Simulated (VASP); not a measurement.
Data:

```
CELL_PARAMETERS angstrom
      0.00000     3.02506     3.02506
      3.02506     0.00000     3.02506
      3.02506     3.02506     0.00000
ATOMIC_POSITIONS crystal
  Ga 0.00000 0.00000 0.00000
  Sb 0.25000 0.25000 0.25000
```

These are LDA (Ceperley-Alder, Perdew-Zunger), VASP's LDA PAW potentials (set 64) (plane waves; VASP 6.6.1) values and carry that method's errors. Numerical set-up: 400 eV cut-off, 7×7×7 Γ-centred mesh, Gaussian smearing of 0.050 eV, potentials Ga_d Sb.

Unless said otherwise, spin-orbit coupling is left out, though it shifts the bands of the heavy elements here.

### Question
What does the run give for the energy per atom (σ→0), band gap (on the k-mesh) with the smallest direct gap where there is one?

### Answer

The band gap (on the k-mesh) comes out as 0.11 eV and the smallest direct gap (on the k-mesh) is 0.11 eV. The energy per atom (σ→0) is -4.329 eV/atom.

Total energies compare only between runs with the same potentials, cut-off and functional.

The compound is GaSb in the zinc blende structure. It was relaxed first. The start is the result of an earlier pass.
